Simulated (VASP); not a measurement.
Here is the system:

```
LiCl
1.0
    0.00000     2.57089     2.57089
    2.57089     0.00000     2.57089
    2.57089     2.57089     0.00000
Li Cl
1 1
Direct
  0.00000   0.00000   0.00000
  0.50000   0.50000   0.50000
```

Method: PBE GGA, VASP's PBE PAW potentials (set 64) (plane waves; VASP 6.6.1). Run with 500 eV cut-off, 6×6×6 Γ-centred mesh, Gaussian smearing of 0.050 eV, potentials Li_sv Cl.

Question: Predict the energy per atom (σ→0), band gap (on the k-mesh) with the smallest direct gap where there is one.

Answer: 
| Item | Value |
|---|---|
| band gap (on the k-mesh) | 6.30 eV |
| smallest direct gap (on the k-mesh) | 6.30 eV |
| energy per atom (σ→0) | -3.693 eV/atom |

The structure comes from a computed database's LiCl entry (Fm-3m); how it stands against other phases isn't given here. It was relaxed first.
